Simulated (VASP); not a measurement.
# AlGaAsN: structure and properties in VASP, part 3 of 4

Aim: relax AlGaAsN, then compute properties on the relaxed cell. The cell is invented: it takes the structure of a Materials Project entry for AlGaN2 (space group 156 there), with some of its atoms replaced by other elements, volume scaled by an estimate. It may not be a known or stable phase.

VASP 6.6.1; revPBE; plane waves and PAW (As, Ga_d, Al, N); invented cell.

Still holding for the runs below: The k-mesh is coarse for a metal.

So far. Step 2 (Relaxing cell and atoms (revPBE)): It ends with a largest force of 0.009 eV/Å and a pressure of -0.04 GPa. Step 3 (Second relaxation): It ends with a largest force of 0.008 eV/Å and a pressure of 0.00 GPa. The relaxed cell has a = 3.573, c = 6.099 Å (conventional setting).

### 4. Density, ELF and potential (revPBE)

A single point on the relaxed cell gives a clean self-consistent state, with density, ELF and potential written out.

File INCAR:

```
SYSTEM = AlGaAsN
PREC = Accurate
ENCUT = 520
EDIFF = 1E-06
NELM = 100
ISMEAR = 0
SIGMA = 0.05
LREAL = .FALSE.
ALGO = Normal
GGA = RE
NBANDS = 19
LORBIT = 11
LWAVE = .FALSE.
LCHARG = .TRUE.
ISIF = 2
LELF = .TRUE.
LVHAR = .TRUE.
```

File POSCAR:

```
AlGaAsN
1.0
    3.5732612378      0.0000000000      0.0000000000
   -1.7866306189      3.0945347452      0.0000000000
    0.0000000000      0.0000000000      6.0989016103
As Ga Al N
1 1 1 1
Direct
    0.0000000000      0.0000000000      0.6318102766
    0.6666666700      0.3333333300      0.4433230830
    0.0000000000      0.0000000000      0.0466377218
    0.6666666700      0.3333333300      0.1146289287
```

File KPOINTS:

```
Automatic mesh
0
Gamma
6 6 3
0 0 0
```

Potentials, in the order of the species: As, Ga_d, Al and N (PBE family, release 64).

Started as:

```bash
$ mpirun -np 2 vasp_std
```

The program printed:

```text
[banner, memory and clock lines left out]
running    2 mpi-ranks, on    1 nodes
 distrk:  each k-point on    2 cores,    1 groups
 distr:  one band on    1 cores,    2 groups

 POSCAR found type information on POSCAR AsGaAlN
 POSCAR found :  4 types and       4 ions
 [... a notice as in an earlier step ...]

 LDA part: xc-table for (Slater+PW92), standard interpolation
|                                                                             |
|           W    W    AA    RRRRR   N    N  II  N    N   GGGG   !!!           |
|           W    W   A  A   R    R  NN   N  II  NN   N  G    G  !!!           |
|           W    W  A    A  R    R  N N  N  II  N N  N  G       !!!           |
|           W WW W  AAAAAA  RRRRR   N  N N  II  N  N N  G  GGG   !            |
|           WW  WW  A    A  R   R   N   NN  II  N   NN  G    G                |
|           W    W  A    A  R    R  N    N  II  N    N   GGGG   !!!           |
|                                                                             |
|     The number of bands has been changed from the values supplied in        |
|     The orbitals not found in the WAVECAR file will be initialized with     |
|     random numbers, which is usually adequate. For correlated               |
|     calculations, however, you should redo the groundstate calculation.     |
|     I found NBANDS = 19. Now, NBANDS = 20.                                  |
|                                                                             |

 POSCAR, INCAR and KPOINTS ok, starting setup
 FFT: planning ... GRIDC
 FFT: planning ... GRID_SOFT
 FFT: planning ... GRID
 WAVECAR not read
 entering main loop
       N       E                     dE             d eps       ncg     rms          rms(c)
DAV:   1     0.174589175810E+03    0.17459E+03   -0.12000E+04   696   0.164E+03
DAV:   2    -0.170570194426E+00   -0.17476E+03   -0.16606E+03   772   0.389E+02
DAV:   3    -0.212597215196E+02   -0.21089E+02   -0.20754E+02   800   0.105E+02
DAV:   4    -0.219506123857E+02   -0.69089E+00   -0.68944E+00   908   0.206E+01
DAV:   5    -0.219622659884E+02   -0.11654E-01   -0.11653E-01   804   0.246E+00    0.856E+00
DAV:   6    -0.198274791445E+02    0.21348E+01   -0.12025E+01   912   0.264E+01    0.407E+00
DAV:   7    -0.197276993303E+02    0.99780E-01   -0.11724E+00   772   0.926E+00    0.247E+00
DAV:   8    -0.197262641141E+02    0.14352E-02   -0.24163E-01   852   0.323E+00    0.823E-01
DAV:   9    -0.197256409142E+02    0.62320E-03   -0.22492E-02   920   0.138E+00    0.308E-01
DAV:  10    -0.197269669221E+02   -0.13260E-02   -0.39460E-03   808   0.385E-01    0.101E-01
DAV:  11    -0.197272680036E+02   -0.30108E-03   -0.52664E-04   784   0.171E-01    0.463E-02
DAV:  12    -0.197272577532E+02    0.10250E-04   -0.12001E-04   824   0.799E-02    0.908E-03
DAV:  13    -0.197272645579E+02   -0.68048E-05   -0.19399E-05   772   0.299E-02    0.638E-03
DAV:  14    -0.197272650641E+02   -0.50615E-06   -0.10398E-06   720   0.684E-03
   1 F= -.19727265E+02 E0= -.19726774E+02  d E =-.981507E-03
```

Elapsed: 22 s, on 2 MPI ranks of AMD EPYC 7R43, shared host; peak memory 0.26 GiB; 40 s of CPU time.

OUTCAR, selected parts (step 4):

```text
  LATTYP: Found a hexagonal cell.
 ALAT       =     3.5732612378
 C/A-ratio  =     1.7068166038

The static configuration has the point symmetry C_3v.

 Found     17 irreducible k-points:

   k-points           NKPTS =     17   k-points in BZ     NKDIM =     17   number of bands    NBANDS=     20

   ENCUT  =  520.0 eV  38.22 Ry    6.18 a.u.   6.64  6.64 11.34*2*pi/ulx,y,z

   NELECT =      26.0000    total number of electrons

 E-fermi :   6.0485

 k-point     1 :       0.0000    0.0000    0.0000
  band No.  band energies     occupation
    ...
      8      -1.7672      2.00000
      9       2.3933      2.00000
     10       2.3933      2.00000
     11       3.9283      2.00000
     12       4.8568      2.00000
     13       6.4265      0.00000
     14       6.4265      0.00000
     15       9.2334      0.00000
     16      10.9564      0.00000
     17      10.9564      0.00000
    ...

 k-point     2 :       0.1667    0.0000    0.0000
  band No.  band energies     occupation
    ...
     10       2.1853      2.00000
     11       3.7263      2.00000
     12       4.1212      2.00000
     13       5.8255      2.00000
     14       6.0143      1.66667
     15       9.3791      0.00000
     16      10.6515      0.00000
     17      11.3186      0.00000
     18      11.4894      0.00000
     19      12.3230      0.00000
    ...

  Total       -0.0125278     -0.0125278      0.0036376      0.0000000     -0.0000000      0.0000000
  in kB       -0.2976284     -0.2976283      0.0864196      0.0000000     -0.0000000      0.0000000
  external PRESSURE =      -0.1696124 kB  Pullay stress =       0.0000000 kB

  energy-cutoff  :      520.00
  volume of cell :       67.44
      direct lattice vectors                 reciprocal lattice vectors
     3.573261238  0.000000000  0.000000000     0.279856393  0.161575177  0.000000000
    -1.786630619  3.094534745  0.000000000     0.000000000  0.323150355  0.000000000
     0.000000000  0.000000000  6.098901610     0.000000000  0.000000000  0.163963950

 POSITION                                       TOTAL-FORCE (eV/Angst)
 -----------------------------------------------------------------------------------
      0.00000      0.00000      3.85335         0.000000     -0.000000      0.007040
      1.78663      1.03151      2.70378        -0.000000      0.000000     -0.007190
      0.00000      0.00000      0.28444         0.000000     -0.000000     -0.004593
      1.78663      1.03151      0.69911        -0.000000     -0.000000      0.004744
 -----------------------------------------------------------------------------------
    total drift:                               -0.000020      0.000002      0.000961

  FREE ENERGIE OF THE ION-ELECTRON SYSTEM (eV)
  ---------------------------------------------------
  free  energy   TOTEN  =       -19.7272650641 eV

  energy  without entropy=      -19.7262835569  energy(sigma->0) =      -19.72677431

[... 4 parts as in an earlier step ...]

[... 6 further parts left out ...]
```

This step gave:

| Property | Result |
| --- | --- |
| SCF cycles | 14 |
| bands | 20 |
| Fermi energy | 6.048 eV |
| pressure | -0.01696 GPa |

Valence electrons inside each PAW sphere by angular momentum. Sphere charges, by row:

```csv
atom,s (e),p (e),d (e),tot (e)
As1,1.21,1.674,0.039,2.922
Ga2,0.86,0.914,10.06,11.83
Al3,0.362,0.298,0,0.66
N4,1.248,2.39,0,3.638
```

Electrostatic potential energy in the ac plane at fractional y = 0.000, with atoms of As and Al within 0.2 Å of it. With pseudopotentials it is smooth inside the atoms' cores, unlike the true potential.

Ten even steps from '_' (-62 eV) to '@' (2 eV), each cell a mean:
```
..::++%%@@@@@@@@@@@@%%##++::
****##%%@@@@@@@@@@@@@@%%##**
%%%%%%@@@@@@@@@@@@@@@@@@%%%%
%%@@@@@@@@@@@@@@@@@@@@@@@@%%
##%%%%@@@@@@@@@@@@@@@@@@%%%%
--==**%%@@@@@@@@@@@@@@%%**==
--::--##@@@@@@@@@@@@%%**--::
##==::++%%@@@@@@@@@@%%==::++
##++::++%%@@@@@@@@@@%%==::++
--::--**%%@@@@@@@@@@%%++----
----++%%@@@@@@@@@@@@@@##++--
####%%@@@@@@@@%%@@@@@@@@%%##
@@@@@@@@@@@@%%%%%%@@@@@@@@@@
@@@@@@@@@@@@@@%%@@@@@@@@@@@@
@@@@@@@@@@@@@@@@@@@@@@@@@@@@
@@@@@@@@@@@@@@@@@@@@@@@@@@@@
@@@@@@@@@@@@@@@@@@@@@@@@@@@@
%%%%%%@@@@@@@@@@@@@@@@@@%%%%
**##%%%%@@@@@@@@@@@@@@%%##**
..--**%%@@@@@@@@@@@@%%##++::
____::##%%@@@@@@@@@@%%**::__
____..**%%@@@@@@@@@@%%++..__
____::**%%@@@@@@@@@@%%**..__
```
Columns run along a (3.6 Å; values clipped at the 3rd and 97th percentile), rows up along c (6.1 Å). Atoms in or near the plane, at fractional coordinates: As at (0.00, 0.63), Al at (0.00, 0.05).

Valence density in the ac plane at fractional y = 0.000, with atoms of As and Al within 0.2 Å of it. It is the smooth field of the valence electrons, not physical close to the nuclei.

Values in e/Å³, 23 rows by 14 columns, each cell a mean:
```
 0.14  0.14  0.15  0.14  0.13  0.11  0.10  0.10  0.10  0.11  0.13  0.15  0.15  0.14
 0.24  0.22  0.19  0.15  0.11  0.08  0.07  0.06  0.07  0.08  0.11  0.16  0.20  0.23
 0.33  0.29  0.23  0.16  0.10  0.07  0.05  0.04  0.05  0.07  0.11  0.18  0.24  0.30
 0.44  0.40  0.31  0.20  0.12  0.07  0.05  0.04  0.05  0.08  0.13  0.22  0.32  0.41
 0.59  0.54  0.42  0.27  0.15  0.09  0.05  0.04  0.06  0.10  0.18  0.30  0.44  0.55
 0.64  0.63  0.54  0.37  0.21  0.12  0.07  0.06  0.08  0.13  0.25  0.42  0.57  0.63
 0.30  0.44  0.57  0.49  0.30  0.17  0.11  0.09  0.12  0.19  0.34  0.53  0.56  0.41
-0.15  0.14  0.49  0.55  0.37  0.22  0.14  0.12  0.15  0.24  0.42  0.57  0.44  0.06
-0.24  0.08  0.48  0.59  0.42  0.27  0.19  0.16  0.20  0.29  0.47  0.60  0.42 -0.01
 0.20  0.37  0.59  0.59  0.43  0.30  0.23  0.21  0.24  0.32  0.47  0.61  0.56  0.33
 0.52  0.56  0.59  0.51  0.39  0.30  0.26  0.24  0.26  0.32  0.42  0.54  0.59  0.55
 0.47  0.47  0.44  0.38  0.32  0.29  0.27  0.27  0.27  0.29  0.33  0.39  0.44  0.47
 0.29  0.28  0.27  0.25  0.24  0.24  0.26  0.26  0.25  0.25  0.24  0.26  0.27  0.28
 0.17  0.17  0.17  0.17  0.18  0.19  0.21  0.22  0.21  0.19  0.17  0.17  0.17  0.17
 0.10  0.10  0.11  0.11  0.13  0.14  0.16  0.17  0.16  0.14  0.12  0.11  0.11  0.10
 0.08  0.08  0.08  0.09  0.10  0.11  0.13  0.13  0.12  0.11  0.10  0.09  0.08  0.08
 0.08  0.08  0.09  0.09  0.10  0.11  0.13  0.13  0.12  0.11  0.10  0.09  0.08  0.08
 0.10  0.10  0.11  0.12  0.13  0.15  0.16  0.17  0.16  0.14  0.13  0.11  0.11  0.10
 0.10  0.12  0.14  0.16  0.18  0.20  0.22  0.23  0.22  0.20  0.17  0.15  0.13  0.11
 0.08  0.10  0.15  0.19  0.22  0.25  0.28  0.29  0.27  0.25  0.22  0.18  0.14  0.10
 0.03  0.07  0.13  0.20  0.25  0.27  0.29  0.30  0.29  0.27  0.24  0.19  0.12  0.05
 0.00  0.04  0.11  0.19  0.22  0.24  0.24  0.25  0.24  0.23  0.22  0.17  0.10  0.03
 0.03  0.06  0.11  0.16  0.18  0.18  0.17  0.17  0.17  0.18  0.18  0.15  0.10  0.05
```
Columns run along a (3.6 Å), rows up along c (6.1 Å). Atoms in or near the plane, at fractional coordinates: As at (0.00, 0.63), Al at (0.00, 0.05).

ELF in the ac plane at fractional y = 0.000, with atoms of As and Al within 0.2 Å of it. It is the smooth field of the valence electrons, not physical close to the nuclei.

Ten even steps from '_' (0.01) to '@' (0.92), each cell a mean:
```
++--------::::::::::--::--==
%%%%**==::..........::==**%%
@@@@%%++::..______..--**%%@@
@@@@@@##==..______::++%%@@@@
@@@@@@%%++::____..--**%%@@@@
@@@@@@%%**==..__..==##%%@@@@
####%%%%##++::..::++%%%%%%##
==**##%%%%++--::--**%%%%##++
==++##%%%%**--::==##%%%%##++
++**%%%%%%**==--==**%%%%%%**
**##%%%%##++----==**%%%%%%##
########**==--::--==**######
++++****==--::::::--++****++
--======--::::::::::--======
::::::::::::::::::::::::::::
............::::::..........
..........::::::::::........
::::::::--------------::::::
..::--====++++++++++====--::
__..--++**************++--..
____--**####******##**++::__
____::++**************==..__
____..--++++++++++++==--..__
```
Columns run along a (3.6 Å), rows up along c (6.1 Å). Atoms in or near the plane, at fractional coordinates: As at (0.00, 0.63), Al at (0.00, 0.05).

In this run the pressure is -0.02 GPa, small enough to go on.

### 5. Bands along the symmetry lines (revPBE)

Levels along the symmetry lines show where the bands peak and cross; KPOINTS_OPT computes them in the converged potential.

File INCAR:

```
SYSTEM = AlGaAsN
PREC = Accurate
ENCUT = 520
EDIFF = 1E-06
NELM = 100
ISMEAR = 0
SIGMA = 0.05
LREAL = .FALSE.
ALGO = Normal
GGA = RE
NBANDS = 27
LORBIT = 11
LWAVE = .FALSE.
LCHARG = .FALSE.
KPAR = 2
```

POSCAR is that of step 4.

KPOINTS is that of step 4.

File KPOINTS_OPT:

```
Line mode
16
Line-mode
Reciprocal
  0.00000000   0.00000000   0.00000000 GAMMA
  0.50000000   0.00000000   0.00000000 M

  0.50000000   0.00000000   0.00000000 M
  0.33333333   0.33333333   0.00000000 K

  0.33333333   0.33333333   0.00000000 K
  0.00000000   0.00000000   0.00000000 GAMMA

  0.00000000   0.00000000   0.00000000 GAMMA
  0.00000000   0.00000000   0.50000000 A

  0.00000000   0.00000000   0.50000000 A
  0.50000000   0.00000000   0.50000000 L

  0.50000000   0.00000000   0.50000000 L
  0.33333333   0.33333333   0.50000000 H

  0.33333333   0.33333333   0.50000000 H
  0.00000000   0.00000000   0.50000000 A

  0.50000000   0.00000000   0.50000000 L
  0.50000000   0.00000000   0.00000000 M

  0.33333333   0.33333333   0.00000000 K
  0.33333333   0.33333333   0.50000000 H
```

Started as:

```bash
$ mpirun -np 2 vasp_std
```

The program printed:

```text
[... set-up lines as in an earlier step ...]
 entering main loop
       N       E                     dE             d eps       ncg     rms          rms(c)
DAV:   1     0.185863196282E+03    0.18586E+03   -0.10888E+04  1036   0.116E+03
DAV:   2     0.302879700840E+01   -0.18283E+03   -0.16566E+03  1046   0.380E+02
DAV:   3    -0.212605243603E+02   -0.24289E+02   -0.23924E+02  1109   0.909E+01
DAV:   4    -0.219488864687E+02   -0.68836E+00   -0.68725E+00  1094   0.168E+01
DAV:   5    -0.219621251260E+02   -0.13239E-01   -0.13236E-01  1182   0.229E+00    0.857E+00
DAV:   6    -0.198432623075E+02    0.21189E+01   -0.92841E+00  1277   0.195E+01    0.412E+00
DAV:   7    -0.197305407352E+02    0.11272E+00   -0.99263E-01  1031   0.684E+00    0.243E+00
DAV:   8    -0.197241750551E+02    0.63657E-02   -0.16939E-01  1145   0.205E+00    0.814E-01
DAV:   9    -0.197256573769E+02   -0.14823E-02   -0.10020E-02  1125   0.666E-01    0.304E-01
DAV:  10    -0.197270155194E+02   -0.13581E-02   -0.19601E-03  1066   0.225E-01    0.103E-01
DAV:  11    -0.197272488237E+02   -0.23330E-03   -0.27768E-04  1072   0.942E-02    0.327E-02
DAV:  12    -0.197272621208E+02   -0.13297E-04   -0.43207E-05  1113   0.326E-02    0.109E-02
DAV:  13    -0.197272647103E+02   -0.25895E-05   -0.48718E-06  1037   0.128E-02    0.572E-03
DAV:  14    -0.197272651529E+02   -0.44256E-06   -0.12124E-06  1062   0.602E-03
   1 F= -.19727265E+02 E0= -.19726774E+02  d E =-.981507E-03
 Start KPOINTS_OPT (optional k-point list driver)
k-point batch [1-17\144]
       N       E                     dE             ncg
DAV:   1     0.169755074604E+04   -0.59773E+04     1029
DAV:   2    -0.126411009067E+04   -0.29617E+04     1025
DAV:   3    -0.166017985212E+04   -0.39607E+03     1118
DAV:   4    -0.167221217482E+04   -0.12032E+02     1062
DAV:   5    -0.167245944573E+04   -0.24727E+00     1214
DAV:   6    -0.167247111127E+04   -0.11666E-01     1253
DAV:   7    -0.167247121106E+04   -0.99784E-04     1257
DAV:   8    -0.167247121239E+04   -0.13362E-05      917
DAV:   9    -0.167247121254E+04   -0.15275E-06      742
[...]
k-point batch [137-144\144]
       N       E                     dE             ncg
DAV:   1     0.939077470031E+04   -0.72561E+04      480
DAV:   2     0.802947250994E+04   -0.13613E+04      496
DAV:   3     0.784641196717E+04   -0.18306E+03      538
DAV:   4     0.784116578313E+04   -0.52462E+01      477
DAV:   5     0.784106321766E+04   -0.10257E+00      592
DAV:   6     0.784105965589E+04   -0.35618E-02      543
DAV:   7     0.784105962842E+04   -0.27478E-04      600
DAV:   8     0.784105962796E+04   -0.45113E-06      404
```

Elapsed: 2.6 min, on 2 MPI ranks; peak memory 0.38 GiB; 5.1 min of CPU time.

Parts of OUTCAR (step 5):

```text
   k-points           NKPTS =     17   k-points in BZ     NKDIM =     17   number of bands    NBANDS=     27

   NELECT =      26.0000    total number of electrons

 E-fermi :   6.0486

 k-point     1 :       0.0000    0.0000    0.0000
  band No.  band energies     occupation
    ...
      8      -1.7671      2.00000
      9       2.3931      2.00000
     10       2.3931      2.00000
     11       3.9283      2.00000
     12       4.8569      2.00000
     13       6.4267      0.00000
     14       6.4267      0.00000
     15       9.2335      0.00000
     16      10.9565      0.00000
     17      10.9565      0.00000
    ...

  Total       -0.0081958     -0.0081958      0.0075292      0.0000000      0.0000000      0.0000000
  in kB       -0.1947120     -0.1947119      0.1788736      0.0000000      0.0000000      0.0000000
  external PRESSURE =      -0.0701834 kB  Pullay stress =       0.0000000 kB

 POSITION                                       TOTAL-FORCE (eV/Angst)
 -----------------------------------------------------------------------------------
      0.00000      0.00000      3.85335         0.000000      0.000000      0.006895
      1.78663      1.03151      2.70378         0.000000      0.000000     -0.007177
      0.00000      0.00000      0.28444        -0.000000      0.000000     -0.004530
      1.78663      1.03151      0.69911        -0.000000      0.000000      0.004812
 -----------------------------------------------------------------------------------
    total drift:                               -0.000020      0.000002      0.000923

  FREE ENERGIE OF THE ION-ELECTRON SYSTEM (eV)
  ---------------------------------------------------
  free  energy   TOTEN  =       -19.7272651529 eV

  energy  without entropy=      -19.7262836457  energy(sigma->0) =      -19.72677440

[... 8 parts as in an earlier step ...]

[... 8 further parts left out ...]
```

Spin-orbit coupling is off here; it would split degenerate levels.

Numbers from this step:

- bands: 27
- Fermi energy: 6.049 eV
- pressure: -0.007018 GPa

Electronic bands along the path, in eV, zero at the Fermi level; # counts the bands kept, so #1 is VASP's band 8:

```csv
point,#3,#4,#5,#6,#7,#8,#9,#10
Γ,-3.66,-2.12,-1.19,0.38,0.38,3.18,4.91,4.91
0.53 of the way,-4.10,-3.82,-2.51,-0.77,0.76,2.60,3.91,4.84
M,-5.26,-4.41,-3.65,-1.40,1.10,2.17,2.85,4.80
0.53 of the way,-5.38,-4.84,-3.71,-2.93,1.79,2.42,3.82,4.38
K,-6.10,-4.53,-3.90,-3.84,1.45,3.18,3.75,4.92
0.53 of the way,-4.44,-3.53,-2.52,-1.46,0.97,3.45,4.05,4.30
Γ,-3.66,-2.12,-1.19,0.38,0.38,3.18,4.91,4.91
0.53 of the way,-3.64,-3.64,0.05,0.33,0.33,3.37,4.22,5.01
A,-3.63,-3.63,0.29,0.29,0.69,3.18,3.99,5.20
0.47 of the way,-4.01,-3.96,-2.87,-0.80,1.92,2.58,3.00,4.24
L,-4.31,-3.89,-3.06,-1.68,0.58,1.74,2.46,3.84
0.53 of the way,-5.16,-3.96,-3.28,-2.58,1.16,2.10,3.34,4.61
H,-5.78,-4.49,-3.52,-2.44,1.69,2.23,2.70,4.89
0.47 of the way,-4.48,-3.88,-3.08,-2.24,2.10,2.67,3.28,4.30
A,-3.63,-3.63,0.29,0.29,0.69,3.18,3.99,5.20
jump to L,-4.31,-3.89,-3.06,-1.68,0.58,1.74,2.46,3.84
0.53 of the way,-4.75,-4.37,-3.20,-1.53,0.64,2.04,2.98,4.37
M,-5.26,-4.41,-3.65,-1.40,1.10,2.17,2.85,4.80
jump to K,-6.10,-4.53,-3.90,-3.84,1.45,3.18,3.75,4.92
0.53 of the way,-5.95,-4.19,-3.98,-3.09,2.09,2.47,2.76,5.00
H,-5.78,-4.49,-3.52,-2.44,1.69,2.23,2.70,4.89
```

Of the projections kept (As, Ga, Al, N), the largest for each band there; the rest of the weight can lie on other orbitals:

```csv
point,#3,#4,#5,#6,#7,#8,#9,#10
Γ,N 0.89,N 0.53,N 0.43,As 0.72,As 0.72,Ga 0.50,Ga 0.68,Ga 0.68
M,N 0.37,N 0.78,As 0.40,As 0.60,Al 0.49,Ga 0.36,Ga 0.45,N 0.63
K,N 0.58,N 0.60,As 0.61,As 0.44,Ga 0.61,N 0.62,Ga 0.43,N 0.74
Γ,N 0.89,N 0.53,N 0.43,As 0.72,As 0.72,Ga 0.50,Ga 0.68,Ga 0.68
A,N 0.91,N 0.91,As 0.72,As 0.72,Al 0.48,N 0.56,As 0.52,Ga 0.68
L,N 0.83,N 0.59,As 0.51,As 0.63,Ga 0.36,Ga 0.38,Ga 0.48,Al 0.34
```

There is no gap at this level.

(Continued in part 4 of 4.)

[Lines on the potential files, build, host, timing and source positions are cut from VASP's logs without a mark.]

[Logs are printed without paths, hosts, clocks, repeated set-up lines and the standing remarks that a program may print on its own settings, such as how far it seeks lower states.]

[Hosts, paths, dates, database ids (printed as entryN), source tags and the programs' standing remarks are cut or masked in the printed files.]

[A measured line is paired with the nearest computed mode of its activity, which favours agreement.]
